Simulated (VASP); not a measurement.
VASP runs on Fe2KS2 (space group I4/mmm) share one base input (LDA (Ceperley-Alder, Perdew-Zunger), plane waves, VASP's LDA PAW potentials (set 64)) and change the settings named in each case.

**INCAR**
```
LREAL = .False.
LWAVE = .False.
ALGO = Normal   # blocked Davidson
NELM = 100
LCHARG = .False.
EDIFF = 1E-6
PREC = Accurate
LMAXMIX = 4   # l cut-off of mixed one-centre charges
ENCUT = 300   # plane-wave cut-off (eV)
ISIF = 2   # forces and stress, cell fixed
ISMEAR = -1
LASPH = .True.   # aspherical one-centre terms
SYSTEM = K(FeS)2
SIGMA = 0.136
```

POSCAR:
```
K(FeS)2
1
   -1.8233650000     1.8233650000     6.3250600000
    1.8233650000    -1.8233650000     6.3250600000
    1.8233650000     1.8233650000    -6.3250600000
K Fe S
1 2 2
Direct
  0.0000000000   0.0000000000   0.0000000000
  0.7500000000   0.2500000000   0.5000000000
  0.2500000000   0.7500000000   0.5000000000
  0.6577400000   0.6577400000   0.0000000000
  0.3422600000   0.3422600000   0.0000000000
```

KPOINTS:
```
K-points
0
Gamma
 7 7 7
0 0 0
```

POTCAR, in this order: K_sv Fe S (LDA.64 set). Program: vasp_std.

```
change                                                                        E(σ→0) (eV/atom)  pressure (GPa)  largest force (eV/Å)  −TS (eV)
----------------------------------------------------------------------------  ----------------  --------------  --------------------  --------
base run                                                                               -6.6980           -4.86                 0.219   -0.1332
GGA = PS, POTCAR K_sv Fe S (PBE.64 set)                                                -6.3331           -1.23                 0.093   -0.1324
KPOINTS 5×5×5 Γ-centred mesh                                                           -6.6964           -4.79                 0.224   -0.1477
LDAU = .TRUE., LDAUJ = 0 0 0, LDAUL = -1 2 -1, LDAUTYPE = 2, LDAUU = 0 4.0 0           -4.9619           -8.44                 0.904   -0.1210
```
 Energies of different potentials or functionals have different zeros.  At 300 eV the pressure can carry a Pulay error.

Left out are runs that ran out of time, are held back, or changed the cell or the kind of run, fixed moments of cells without a moment, rows past the twelfth, gaps on odd meshes, pressures of charged cells and columns that move by less than the noise.

The structure comes from a computed database's Fe2KS2 entry; how it stands against other phases isn't given here. The cell was not relaxed at this level, forces remain on its atoms. The run is not spin-polarised, so no magnetic state was tried. The electron count is odd and the run is not spin-polarised, which forces a metal.
